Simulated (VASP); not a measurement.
An input for Quantum ESPRESSO's pw.x (written as the equivalent of a VASP run, and not itself run):

```
&CONTROL
  calculation = 'scf'
  pseudo_dir = './pseudo'
  outdir = './out'
  tprnfor = .true.
  tstress = .true.
/
&SYSTEM
  ibrav = 0
  nat = 2
  ntyp = 2
  ecutwfc = 88
  occupations = 'smearing'
  smearing = 'gaussian'
  degauss = 0.003675
  input_dft = 'vdw-df-obk8'
/
&ELECTRONS
  conv_thr = 7.3e-09
  electron_maxstep = 100
/
ATOMIC_SPECIES
  Na 22.990 Na.upf
  F 18.998 F.upf
CELL_PARAMETERS angstrom
     0.0000000    2.2903652    2.2903652
     2.2903652    0.0000000    2.2903652
     2.2903652    2.2903652    0.0000000
ATOMIC_POSITIONS crystal
  Na   1.0000000  1.0000000  0.0000000
  F    0.5000000  0.5000000  0.5000000
K_POINTS automatic
  10 10 10 0 0 0
```

Q: Write the VASP files for the same calculation (optB88-vdW).

A: One answer among several that fit: 
**INCAR**
```
SYSTEM = NaF
PREC = Accurate
ENCUT = 520
EDIFF = 1E-7
NELM = 100
ALGO = Normal
LREAL = .FALSE.
LASPH = .TRUE.
ISMEAR = 0
SIGMA = 0.05
GGA = BO
PARAM1 = 0.1833333333
PARAM2 = 0.22
LUSE_VDW = .TRUE.
AGGAC = 0.0
LWAVE = .FALSE.
LCHARG = .FALSE.
ISIF = 2
```

**POSCAR**
```
NaF
3.2390650
  0.0000000000   0.7071068827   0.7071068827
  0.7071068827   0.0000000000   0.7071068827
  0.7071068827   0.7071068827   0.0000000000
Na F
1 1
Cartesian
  0.7071068827   0.7071068827   1.4142137655
  0.7071068827   0.7071068827   0.7071068827
```

**KPOINTS**
```
Automatic mesh
0
Gamma
10 10 10
0 0 0
```

POTCAR, in this order: Na_pv F (PBE.64 set). Program: vasp_std.

What does not carry over: the potentials are each code's own (VASP's PAW set, PseudoDojo norm-conserving files in pw.x), so ENCUT and ecutwfc are chosen apart and not converted; conv_thr bounds pw.x's estimated SCF error, while EDIFF bounds the energy change between steps.

The compound is NaF in the rock salt structure. This cell is one point of a volume scan, at 0.97 of the reference volume.
